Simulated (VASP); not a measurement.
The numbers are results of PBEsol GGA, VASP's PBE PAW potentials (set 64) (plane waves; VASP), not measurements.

VASP ran on this input.

KPOINTS:
```
Automatic
0
G
 13 13 13
```

File POSCAR:
```
CoGa
1
    2.8410242262     0.0000000000     0.0000000000
    0.0000000000     2.8410242262     0.0000000000
    0.0000000000     0.0000000000     2.8410242262
Ga Co
1 1
Direct
  0.5000000000   0.5000000000   0.5000000000
  0.0000000000   0.0000000000   0.0000000000
```

INCAR:
```
SYSTEM = CoGa
PREC = Accurate; ENCUT = 520; LREAL = F
LASPH = T
EDIFF = 1E-7; NELM = 100; ALGO = Normal
LMAXMIX = 4
ISMEAR = 1; SIGMA = 0.1
GGA = PS
ISIF = 2
LWAVE = F; LCHARG = F
```

POTCAR, in this order: Ga_d Co (PBE.64 set). Program: vasp_std.

The resulting files:

**OSZICAR**
```
       N       E                     dE             d eps       ncg     rms          rms(c)
DAV:   1     0.950550953454E+02    0.95055E+02   -0.10864E+04  2728   0.264E+03
DAV:   2    -0.834990802568E+01   -0.10341E+03   -0.10107E+03  2618   0.352E+02
DAV:   3    -0.129309143796E+02   -0.45810E+01   -0.45518E+01  2863   0.799E+01
DAV:   4    -0.130027164828E+02   -0.71802E-01   -0.71789E-01  3532   0.930E+00
DAV:   5    -0.130041912748E+02   -0.14748E-02   -0.14748E-02  3066   0.113E+00    0.107E+01
DAV:   6    -0.140193216922E+02   -0.10151E+01   -0.26343E+01  2885   0.697E+01    0.118E+01
DAV:   7    -0.118042442196E+02    0.22151E+01   -0.10429E+01  2660   0.517E+01    0.187E+00
DAV:   8    -0.117812790803E+02    0.22965E-01   -0.29028E-01  3022   0.610E+00    0.658E-01
DAV:   9    -0.117739030163E+02    0.73761E-02   -0.20635E-02  3535   0.226E+00    0.146E-01
DAV:  10    -0.117734620667E+02    0.44095E-03   -0.66648E-04  3469   0.398E-01    0.697E-02
DAV:  11    -0.117734405088E+02    0.21558E-04   -0.87201E-05  3575   0.163E-01    0.126E-02
DAV:  12    -0.117734403321E+02    0.17671E-06   -0.38060E-06  3028   0.329E-02    0.232E-03
DAV:  13    -0.117734403312E+02    0.88812E-09   -0.33050E-07  2955   0.766E-03
   1 F= -.11773440E+02 E0= -.11773778E+02  d E =0.101229E-02
```

**OUTCAR**
```
------------------------ aborting loop because EDIFF is reached ----------------------------------------
  FORCE on cell =-STRESS in cart. coord.  units (eV):
  Direction    XX          YY          ZZ          XY          YZ          ZX
  --------------------------------------------------------------------------------------
  Total       -0.0144458     -0.0144458     -0.0144458     -0.0000000     -0.0000000      0.0000000
  in kB       -1.0093175     -1.0093175     -1.0093175     -0.0000000     -0.0000000      0.0000000
  external PRESSURE =      -1.0093175 kB  Pullay stress =       0.0000000 kB
  volume of cell :       22.93
      direct lattice vectors                 reciprocal lattice vectors
     2.841024226  0.000000000  0.000000000     0.351985735  0.000000000  0.000000000
     0.000000000  2.841024226  0.000000000     0.000000000  0.351985735  0.000000000
     0.000000000  0.000000000  2.841024226     0.000000000  0.000000000  0.351985735
 POSITION                                       TOTAL-FORCE (eV/Angst)
 -----------------------------------------------------------------------------------
      1.42051      1.42051      1.42051         0.000000      0.000000      0.000000
      0.00000      0.00000      0.00000         0.000000      0.000000      0.000000
 -----------------------------------------------------------------------------------
    total drift:                                0.000000      0.000000     -0.000000
  FREE ENERGIE OF THE ION-ELECTRON SYSTEM (eV)
  ---------------------------------------------------
  free  energy   TOTEN  =       -11.7734403312 eV

  energy  without entropy=      -11.7744526217  energy(sigma->0) =      -11.77377776
```
(Selected blocks of OUTCAR.)

The compound is CoGa in the CsCl type structure. It was relaxed first. The run is not spin-polarised, so no magnetic state was tried.
